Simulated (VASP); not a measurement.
A run of VASP 6.6.1 is set up as follows.

The input INCAR:

```
PREC = Accurate
ENCUT = 350
EDIFF = 1E-7
ISMEAR = 0
SIGMA = 0.1
LREAL = False
LASPH = True
NELM = 80
ALGO = Fast
ISIF = 3
LWAVE = False
LCHARG = False
GGA = PS
IBRION = 2
NSW = 80
EDIFFG = -0.002
PSTRESS = 0.001
```

File KPOINTS:

```
Automatic mesh
0
Gamma
  16 16 16
```

POSCAR

```
Hf                                      
1.0
   -1.6889390972      1.6889390972      1.6889390972
    1.6889390972     -1.6889390972      1.6889390972
    1.6889390972      1.6889390972     -1.6889390972
  Hf            
     1
Direct
     0.0000000000000000    0.0000000000000000    0.0000000000000000
```

Potentials or basis: VASP PAW PBE potentials, release 64 (Hf_pv).

Command:

```console
$ cat potpaw_PBE.64/Hf_pv/POTCAR > POTCAR
$ mpirun -np 1 vasp_std > vasp.out
```

Problem. Predict the space group after relaxing (to 0.05 Å).

Solution. Im-3m (No. 229).

Problem. Predict the relaxed volume.

Solution. 21.18 Å³/atom.

Step by step:
```
step  energy change (eV)  largest force (eV/Å)  pressure (GPa)  volume (Å³)
   1              0.0000                0.0000           12.00        19.27
   2              0.0131                0.0000           -9.96        23.58
   3             -0.0672                0.0000           -0.19        21.23
   4             -0.0673                0.0000            0.01        21.18
```

Caveat: the cell is relaxed towards a set pressure, so the enthalpy falls and the energy may rise; the PAW data sets were made with another functional, which shifts forces and pressure a little. The run has no spin-orbit coupling, so splittings on Hf are missing.
